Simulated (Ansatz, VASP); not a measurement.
**Al2CrN3: VASP beside Ansatz**

File INCAR:

```
PREC = Accurate
ENCUT = 520
EDIFF = 1E-6
ISMEAR = 0
SIGMA = 0.1
LREAL = F
LASPH = T
NELM = 150
ALGO = Normal
ISIF = 2
LWAVE = F
LCHARG = T
ISPIN = 2
MAGMOM = 0 0 3 0 0 0
LORBIT = 11
LMAXMIX = 4
GGA = PE
LELF = T
LVHAR = T
NBANDS = 30
```

KPOINTS

```
regular mesh
0
Gamma
  6 6 2
```

The input POSCAR:

```
Al2CrN3
1.0
    3.2639803400      0.0000000000      0.0000000000
   -1.6319901700      2.8266898900      0.0000000000
    0.0000000000      0.0000000000      7.9950863700
Al Cr N
2 1 3
Direct
    0.0000000000      0.0000000000      0.0000000000
    0.3333333300      0.6666666700      0.6666666700
    0.6666666700      0.3333333300      0.3333333300
    0.3333333300      0.6666666700      0.9166666700
    0.6666666700      0.3333333300      0.5833333300
    0.0000000000      0.0000000000      0.2500000000
```

Input for Ansatz:

```yaml
crystal:
  lattice:
    - [3.26398034, 0.0, 0.0]
    - [-1.63199017, 2.82668989, 0.0]
    - [0.0, 0.0, 7.99508637]
  atoms:
    - { symbol: Al, position: [0.0, 0.0, 0.0] }
    - { symbol: Al, position: [0.33333333, 0.66666667, 0.66666667] }
    - { symbol: Cr, position: [0.66666667, 0.33333333, 0.33333333], spin: 3.0 }
    - { symbol: "N", position: [0.33333333, 0.66666667, 0.91666667] }
    - { symbol: "N", position: [0.66666667, 0.33333333, 0.58333333] }
    - { symbol: "N", position: [0.0, 0.0, 0.25] }
basis:
  ecutwfc: 420
kpoints:
  mp_grid: { grid: [6, 6, 2] }
hamiltonian:
  xc: pbe
scf:
  occupations: { method: gaussian, width: 0.1 }
  lower_state_search: "off"
output:
  forces: true
  stress: true
  eigenvalues: true
  populations: true
magnetization:
  spin_polarized: true
```

Alike in both runs: task single point; functional PBE; k mesh 6 × 6 × 2; occupations gaussian, width 0.1 eV; collinear spin.

```csv
,VASP,Ansatz
version,VASP 6.6.1,Ansatz 0.2.0
potentials or method,"VASP PAW PBE potentials, release 64 (Al, Cr_pv, N)","scalar-relativistic, plane waves, PAW"
plane-wave cutoff (eV),520,420
valence electrons in the cell,33,35
```

Ansatz gave:

* gap on the k mesh at the Fermi level (eV): none
* pressure (GPa): -18.0
* largest component of the traceless stress (GPa): 2.81
* rms of the force components (eV/Å): 0.265
* net moment per atom (μB): 0.49
* size of the moment on the site where the two differ most (μB): 2.30

Which values does VASP return?

gap on the k mesh at the Fermi level (eV): none; pressure (GPa): -18.0; largest component of the traceless stress (GPa): 2.80; rms of the force components (eV/Å): 0.277; net moment per atom (μB): 0.49; size of the moment on the site where the two differ most (μB): 2.75.

Site moments also hang on the region over which each program counts them. Atom by atom the forces differ by 0.014 eV/Å (rms over components). A gap of «none» marks a metal or a gap that the smearing closes. The two sets of potentials don't hold the same shells in valence.

Caveats: the k mesh is coarse (spacing up to 0.39 Å⁻¹), so the values aren't converged; so large a pressure means that the cell lies far from this level's equilibrium, or that cutoff or potentials fall short (VASP); a cell with one magnetic atom can't hold antiferromagnetic order, which such compounds often take; forces of over 1 eV/Å show positions far from the minimum, so gaps and moduli don't describe the material at rest.
